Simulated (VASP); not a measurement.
Here is the system:

```
LiF
1.0
    0.00000     1.95272     1.95272
    1.95272     0.00000     1.95272
    1.95272     1.95272     0.00000
Li F
1 1
Direct
  0.00000   0.00000   0.00000
  0.50000   0.50000   0.50000
```

Level of theory: LDA (Ceperley-Alder, Perdew-Zunger), VASP's LDA PAW potentials (set 64) (plane waves; VASP 6.6.1). Numerical set-up: 520 eV cut-off, 10×10×10 Γ-centred mesh, Gaussian smearing of 0.050 eV, potentials Li_sv F.

Task: Predict the energy per atom (σ→0), band gap (on the k-mesh) with the smallest direct gap where there is one.

Result: 
| Item | Value |
|---|---|
| band gap (on the k-mesh) | 9.72 eV |
| smallest direct gap (on the k-mesh) | 9.72 eV |
| energy per atom (σ→0) | -5.250 eV/atom |

Only differences to runs with the same potentials and settings are physical.

The compound is LiF in the rock salt structure. It was relaxed first, which changed the volume by -9 %. The start is the result of an earlier pass.
